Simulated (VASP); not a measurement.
Input:

```xyz
72
Lattice="4.6410 -8.0384 0.0000 4.6410 8.0384 0.0000 0.0000 0.0000 10.1277" Properties=species:S:1:pos:R:3 pbc="T T T"
Si     4.6419     8.0312     0.0058
Si     9.2670     0.0186     5.0543
Si     1.5564    -0.9005     7.6180
Si     1.5291     0.9002     2.5207
Si     1.5498     2.6773     0.0049
Si     6.1568    -5.3586     5.0534
Si     3.1007     1.7790     7.6177
Si     3.0925     3.5752     2.5396
Si     7.7328    -2.6822     0.0116
Si     7.7184    -2.6742     5.0655
Si     4.6392     4.4631     7.6111
Si     4.6346     6.2456     2.5395
Si     6.1879     5.3543     0.0050
Si     6.1735     5.3463     5.0642
Si     3.0983    -3.5800     7.6125
Si     3.0826    -1.8002     2.5283
Si     3.0956    -0.0034     0.0216
Si     3.0225     0.0374     5.0029
Si     4.6578    -0.9055     7.6710
Si     4.6469     0.9037     2.5295
Si     4.6423     2.6767     0.0054
Si     4.6401     2.6914     5.0645
Si     6.1927     1.7804     7.6125
Si     6.1850     3.5702     2.5366
Si     3.0988    -5.3657     0.0005
Si     7.7220     2.6815     5.0639
Si     4.6431    -6.2573     7.6139
Si     4.6313    -4.4788     2.5207
Si     4.6427    -2.6906     0.0261
Si     4.5789    -2.7312     5.0221
Si     6.1851    -3.5718     7.6231
Si     6.1841    -1.7875     2.5426
Si     6.1964    -0.0025     0.0260
Si     6.2016     0.0711     5.0246
Si     7.7328    -0.8974     7.6233
Si     7.7402     0.9008     2.5219
C      0.0050    -0.0048     8.2364
C      4.6437     8.0336     3.1706
C      1.5501    -0.9041     5.6995
C      1.5402     0.8941     0.6297
C      1.5486     2.6742     8.2356
C      1.5472     2.6757     3.1700
C      3.0989     1.7850     5.6990
C      3.0945     3.5686     0.6286
C      3.0924     5.3561     8.2395
C      7.7285    -2.6799     3.1755
C      4.6253     4.4703     5.6951
C      4.6407     6.2469     0.6283
C      6.1888     5.3539     8.2324
C      6.1837     5.3540     3.1724
C      3.0689    -3.6027     5.6947
C      3.0904    -1.7914     0.6285
C      3.0818     0.0055     8.2657
C      3.0911    -0.0008     3.1455
C      4.6426     0.8932     0.6291
C      4.6423     2.6762     8.2329
C      4.6394     2.6799     3.1726
C      6.1968     1.8159     5.6950
C      6.1907     3.5675     0.6251
C      7.7366     2.6739     8.2339
C      7.7364     2.6747     3.1704
C      4.6375    -6.2549     5.6954
C      4.6421    -4.4824     0.6266
C      4.6380    -2.7025     8.2750
C      4.6338    -2.7027     3.1408
C      6.1862    -3.5802     5.7055
C      6.1880    -1.7908     0.6348
C      6.2054     0.0079     8.2747
C      6.2039     0.0117     3.1424
C      7.7425    -0.8943     5.7062
C      7.7473     0.8941     0.6270
B      4.6906    -0.9249     5.7240
```
Cell charge +1.

These are HSE06 screened hybrid, VASP's PBE PAW potentials (set 64) (plane waves; VASP 6.6.1) values and carry that method's errors. Numerical set-up: PREC = Normal, LREAL = Auto, ISYM = 0, NELECT = 286.0, EDIFF = 1E-5, 400 eV cut-off, 1×1×1 Γ-centred mesh, Gaussian smearing of 0.050 eV, potentials Si C B.

The cell is charged, with a uniform compensating background. The supercell is sampled at Γ alone, which is coarse: total energies, pressure and levels can be off, energies of defects by several tenths of an eV.

### Question
Estimate the energy per atom (σ→0).

### Answer

The energy per atom (σ→0) is -8.656 eV/atom.

The cell is a supercell with a defect, built from SiC (4h): B_C, charge +1. The cell's shape comes from a PBE relaxation. The run is not spin-polarised, so no state with unpaired spins was tried.
